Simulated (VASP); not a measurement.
# MgVOF2 under changes of volume

One of the cells (14.036 Å³/atom); the others are scaled copies at fixed shape and fractional positions:

```
CELL_PARAMETERS angstrom
4.83582 -2.08976 0.00000
4.83582 2.08976 0.00000
-0.06480 0.00000 3.47219
ATOMIC_POSITIONS crystal
V 0.97963 0.97963 0.00707
Mg 0.63706 0.63706 0.51684
F 0.12341 0.12341 0.51585
F 0.84071 0.84071 0.49969
O 0.53852 0.53852 0.01196
```

The cell comes from a database or a generator and needn't be the stable form of this composition.

| Quantity | Value |
| --- | --- |
| Program | VASP 6.6.1 |
| Functional | PBE |
| Potentials or basis | VASP PAW PBE potentials, release 64 (V_sv, Mg, F, O) |
| Cutoff | 520 eV |
| k mesh | 7 × 7 × 8 |
| Occupations | fermi-dirac, width 0.05 eV |
| Spin | collinear spin, ferromagnetic start |
| Starting moments | [2.0, 0.0, 0.0, 0.0, 0.0] μB |

| volume (Å³/atom) | energy over the lowest point (meV/atom) | pressure (GPa) | largest force (eV/Å) |
| --- | --- | --- | --- |
| 12.935 | ? | ? | ? |
| 13.210 | 0.95 | 1.3 | 0.320 |
| 13.485 | 0.00 | -0.7 | 0.252 |
| 14.036 | 7.77 | -4.2 | 0.265 |
| 14.311 | 15.84 | -5.7 | 0.332 |
| 14.586 | 26.30 | -7.0 | 0.394 |

Problem. What does the run at 12.935 Å³/atom give?

Solution. Energy over the lowest point 5.63 meV/atom; pressure 3.6 GPa; largest force 0.416 eV/Å.

Worked out: A Birch-Murnaghan fit of order 3 (a polynomial in V^(-2/3)) to the other rows has its minimum at 13.42 Å³/atom with B0 = V·E''(V) = 97 GPa and B' = 4.3 at fixed shape and positions, which overstates the stiffness. It gives 5.62 meV/atom at 12.935 Å³/atom, against the run's 5.63, and -dE/dV = 3.9 GPa, against 3.6.

Energies are extrapolated to zero smearing.
